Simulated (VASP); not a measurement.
Input:

```xyz
2
Lattice="0.0000 2.8542 2.8542 2.8542 0.0000 2.8542 2.8542 2.8542 0.0000" Properties=species:S:1:pos:R:3 pbc="T T T"
Be     0.0000     0.0000     0.0000
Te     1.4271     1.4271     1.4271
```

These are revPBE GGA, VASP's PBE PAW potentials (set 64) (plane waves; VASP 6.6.1) values and carry that method's errors. Settings: 520 eV cut-off, Gaussian smearing of 0.050 eV, potentials Be Te.

Unless said otherwise, spin-orbit coupling is left out, though it shifts the bands of the heavy elements here.

Give the energies of bands 2 to 7 at the high-symmetry points, in eV from the valence-band maximum.

```csv
band,Γ,X,U,L,W
2,0.00,-4.90,-4.58,-5.27,-4.42
3,0.00,-2.49,-3.64,-1.06,-3.46
4,0.00,-2.49,-2.10,-1.06,-3.00
5,3.60,2.14,2.81,3.01,5.32
6,3.67,2.75,5.27,4.63,5.52
7,3.67,9.50,7.76,4.63,5.63
```

The gap is indirect, 2.14 eV, from the valence maximum at Γ to the conduction minimum at X.

Measured: gap 2.80 eV (computed value off by -0.66 eV), as given by Das et al., (2018), arXiv:1807.05623.

The compound is BeTe in the zinc blende structure. It was relaxed first.
